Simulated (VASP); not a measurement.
Tl: transverse stress against strain

Tl (hcp, P6_3/mmc, 28.435 Å³/atom and stress up to 0.22 GPa in the relaxed cell, c along z) under a strain ε along c (axis z), the other axes held. PBEsol in VASP (plane waves, PAW), 480 eV, 18×18×8 Γ-centred mesh, Methfessel-Paxton smearing 0.10 eV; ions are relaxed, or left where forces stay under 0.02 eV/Å, within the symmetry of each cell. Stress is positive for a compressed cell.

Here s stands for strain and y for stress xx.

| strain (%) | stress xx (GPa) |
|---|---|
| -1.50 | 0.72 |
| -1.00 | 0.54 |
| -0.50 | 0.39 |
| 0.00 | 0.22 |
| 0.50 | 0.03 |
| 1.00 | -0.15 |
| 1.50 | -0.31 |
| 3.00 | ? |

The 7 complete rows are fitted with a straight line, y against s. Means: s 0, y 0.206. About the means, the sum of products is -2.4150 and the sum of squares of s is 7.0000; the slope is their ratio. Least squares gives y = 0.206 - 0.3450·s. Residuals (row less fit): -0.003, -0.011, 0.012, 0.014, -0.004, -0.011, 0.002; standard error 0.011 (degrees of freedom: 5). The slope gives the elastic constant C13 = about 34 GPa.

**Question.** Estimate the missing y (s = 3.00); what did the run itself give?

**Answer.** y = 0.206 - 0.3450 × 3.0 = -0.829 GPa. The calculation gives -0.71 GPa, 0.119 GPa above the prediction (8.3 % of the range of y in the table). The row lies outside the fitted rows, so this is an extrapolation. From the scatter of the fitted rows alone, a prediction at this place has a standard error of 0.017 GPa, so the miss is 7.0 times that.

A polynomial of degree 2 through the 12 other runs of the series gives -0.71 there, so most of the miss is curvature that the fit leaves out. In a metal these values are sensitive to mesh and smearing; energies are taken to zero smearing, stresses follow the free energy. Spin-orbit coupling is left out, which can shift these values for the heavy elements here. Rows are the converged runs of the series near zero and its far end, less any whose ions stayed unrelaxed beside relaxed ones; series whose fitted rows scatter by over a few per cent of the range, as at a crossing or softening among them, aren't shown in this form. Most that stay on the fit to the last digits aren't either.
